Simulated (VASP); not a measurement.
```yaml
crystal:
  lattice:
    - [0.00000, 2.34315, 2.29965]
    - [2.38075, 0.00000, 2.29965]
    - [2.38075, 2.34315, 0.00000]
  atoms:
    - { symbol: Na, position: [0.00000, 0.00000, 0.00000] }
    - { symbol: F, position: [0.48603, 0.51397, 0.51397] }
```

Level of theory: PBE GGA, VASP's PBE PAW potentials (set 64) (plane waves; VASP). Run with 520 eV cut-off, KSPACING 0.6 per Å, Gaussian smearing of 0.050 eV, potentials Na_pv F.

Q: Predict the energy per atom (σ→0).

A: 
| Property | Result |
|---|---|
| energy per atom (σ→0) | -4.281 eV/atom |

The absolute energy has meaning only against runs of the same code, potentials and settings.

The compound is NaF in the rock salt structure. The cell was not relaxed at this level, atoms are displaced from their ideal sites. The run is one of a series of settings (KGAMMA = .FALSE., KSPACING = 0.6, KPOINTS file removed against the base run), some of them coarse on purpose.
